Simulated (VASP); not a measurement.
Consider the following.

```
CaSe
1.0
    0.00000     2.98270     2.98270
    2.98270     0.00000     2.98270
    2.98270     2.98270     0.00000
Ca Se
1 1
Cartesian
  0.00000   0.00000   0.00000
  2.98270   2.98270   2.98270
```

All values below come from PBE GGA, VASP's PBE PAW potentials (set 64) (plane waves; VASP). Numerical set-up: 400 eV cut-off, Gaussian smearing of 0.050 eV, potentials Ca_sv Se.

Question: What does the run give for the band gap (along the path) with the smallest direct gap where there is one?

Answer: 
- band gap (along the path) = 2.08 eV
- smallest direct gap (along the path) = 2.99 eV

The structure was generated: CaSe was put into the rock salt type (Fm-3m), which need not be its known phase. It was relaxed first, which changed the volume by -19 %.
